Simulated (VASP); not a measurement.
## PbO: transverse stress against strain

PbO (litharge, P4/nmm, 20.024 Å³/atom and stress up to 0.03 GPa in the relaxed cell, c along z) under an equal strain ε along x and y, with z held. PBEsol in VASP (plane waves, PAW), 600 eV, 8×8×6 Γ-centred mesh, Gaussian smearing 0.05 eV; ions are relaxed, or left where forces stay under 0.02 eV/Å, within the symmetry of each cell. Stress is positive for a compressed cell.

Here s stands for strain and y for stress zz.

| strain (%) | stress zz (GPa) |
|---|---|
| -3.00 | ? |
| -1.50 | 0.55 |
| -1.00 | 0.38 |
| -0.50 | 0.20 |
| 0.00 | 0.00 |
| 0.50 | -0.09 |
| 1.00 | -0.20 |
| 1.50 | -0.31 |

The 7 complete rows are fitted with a straight line, y against s. Means: s 0, y 0.076. About the means, the sum of products is -2.0150 and the sum of squares of s is 7.0000; the slope is their ratio. Least squares gives y = 0.076 - 0.2879·s. Residuals (row less fit): 0.042, 0.016, -0.020, -0.076, -0.022, 0.012, 0.046; standard error 0.047 (degrees of freedom: 5). The slope gives the elastic constant 2C13 = 29 ± 2 GPa (± standard error of the fit, which holds the terms cut off).

Q: Estimate the missing y (s = -3.00); what did the run itself give?

A: y = 0.076 - 0.2879 × (-3.0) = 0.940 GPa. The calculation gives 1.17 GPa, 0.230 GPa above the prediction (15.5 % of the range of y in the table). The row lies outside the fitted rows, so this is an extrapolation. From the scatter of the fitted rows alone, a prediction at this place has a standard error of 0.073 GPa, so the miss is 3.2 times that.

A polynomial of degree 2 through the 12 other runs of the series gives 1.17 there, so most of the miss is curvature that the fit leaves out. Spin-orbit coupling is left out, which can shift these values for the heavy elements here. For PbO: without a dispersion term in the relaxation, distances and binding between the weakly bound layers, chains or molecules are unreliable, and so is what depends on them. Rows are the converged runs of the series near zero and its far end, less any whose ions stayed unrelaxed beside relaxed ones; series whose fitted rows scatter by over a few per cent of the range, as at a crossing or softening among them, aren't shown in this form. Most that stay on the fit to the last digits aren't either.
